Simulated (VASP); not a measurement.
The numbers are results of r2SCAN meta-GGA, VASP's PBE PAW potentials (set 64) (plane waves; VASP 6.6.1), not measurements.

A VASP calculation is set up with these files.

### POSCAR
```
Hf
1
    1.5950000000    -2.7626210000     0.0000000000
    1.5950000000     2.7626210000     0.0000000000
    0.0000000000     0.0000000000     5.0500000000
Hf
2
Direct
  0.3333330000   0.6666670000   0.2500000000
  0.6666670000   0.3333330000   0.7500000000
```

### INCAR
```
ISIF  =  3
IBRION  =  2   # conjugate gradients
ENCUT  =  400   # plane-wave cut-off (eV)
PREC  =  Accurate
SYSTEM  =  Hf
NELM  =  100
LMAXMIX  =  6
SIGMA  =  0.1
NSW  =  60
METAGGA  =  R2SCAN
LCHARG  =  .False.
LREAL  =  .False.   # projection in real space or not
EDIFFG  =  -0.01   # ionic stop
LMIXTAU  =  .True.
ALGO  =  Normal   # blocked Davidson
LASPH  =  .True.
ISMEAR  =  1
LWAVE  =  .False.
EDIFF  =  1E-6   # SCF stop (eV)
```

KPOINTS:
```
kpoints
0
G
 12 12 7
```

POTCAR, in this order: Hf_pv (PBE.64 set). Program: vasp_std.

Task: What will the output report for the number of irreducible k-points (NKPTS), largest plane-wave count, number of space-group operations, FFT grid (NGX, NGY, NGZ)?

Result: 
number of irreducible k-points (NKPTS): 76
largest plane-wave count: 820
number of space-group operations: 24
FFT grid (NGX, NGY, NGZ): 24 × 24 × 36

The compound is Hf in the hcp structure. This run relaxes it. Symmetry was kept, so distortions that lower it aren't found.
